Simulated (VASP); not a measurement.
Be3CdSe4:

```xyz
8
Lattice="3.9734 0.0000 0.0000 -1.9867 3.4410 0.0000 0.0000 0.0000 10.4542" Properties=species:S:1:pos:R:3 pbc="T T T"
Be    0.0000    0.0000    0.0000
Be    0.0000    0.0000    7.8676
Be    0.0000    0.0000    2.5866
Cd    0.0000    0.0000    5.2271
Se    1.9867    1.1470    3.7553
Se    1.9867    1.1470    9.1869
Se    0.0000    2.2940    6.6989
Se    0.0000    2.2940    1.2674
```

The cell was built by a generator and needn't be a form met in nature.

```yaml
Program: VASP 6.6.1
Task: relaxation of cell and atoms
Functional: PBE
Potentials_or_basis: VASP PAW PBE potentials, release 64 (Be, Cd, Se)
Cutoff: 520 eV
k_mesh: 4 × 4 × 2
Occupations: gaussian, width 0.15 eV
Spin: no spin polarisation
```

At the start: pressure -0.8 GPa; volume 17.87 Å³/atom.

Task: How do energy, volume and symmetry change on relaxing?

Result: Over 10 steps the energy falls by 167.0 meV/atom and the volume is 17.08 Å³/atom (-4.4 %); space group P-3m1 (No. 164, to 0.05 Å).

The path:
```
step  energy change (eV)  largest force (eV/Å)  pressure (GPa)  volume (Å³)
   1              0.0000                1.1088           -0.79       142.93
   2             -0.5928                0.8509           -0.70       140.92
   3             -1.1888                0.5373            2.59       132.70
   4             -1.2651                0.4501            1.26       135.34
   5             -1.2679                0.4680            1.41       134.87
   6             -1.3024                0.2226           -1.08       138.96
   7             -1.3027                0.2455           -1.02       138.62
   8             -1.3278                0.1297           -0.42       137.61
   9             -1.3321                0.1353           -0.04       136.94
  10             -1.3364                0.0613            0.02       136.64
```

Final structure:
```yaml
crystal:
  lattice:
    - [3.64924, 0.00000, 0.00000]
    - [-1.82462, 3.16034, 0.00000]
    - [0.00000, 0.00000, 11.84790]
  atoms:
    - { symbol: Be, position: [0.00000, 0.00000, 0.00000] }
    - { symbol: Be, position: [0.00000, 0.00000, 0.76711] }
    - { symbol: Be, position: [0.00000, 0.00000, 0.23289] }
    - { symbol: Cd, position: [0.00000, 0.00000, 0.50000] }
    - { symbol: Se, position: [0.66667, 0.33333, 0.33754] }
    - { symbol: Se, position: [0.66667, 0.33333, 0.88745] }
    - { symbol: Se, position: [0.33333, 0.66667, 0.66246] }
    - { symbol: Se, position: [0.33333, 0.66667, 0.11255] }
```

Caveat: the k mesh is coarse (spacing up to 0.46 Å⁻¹), so the values aren't converged.
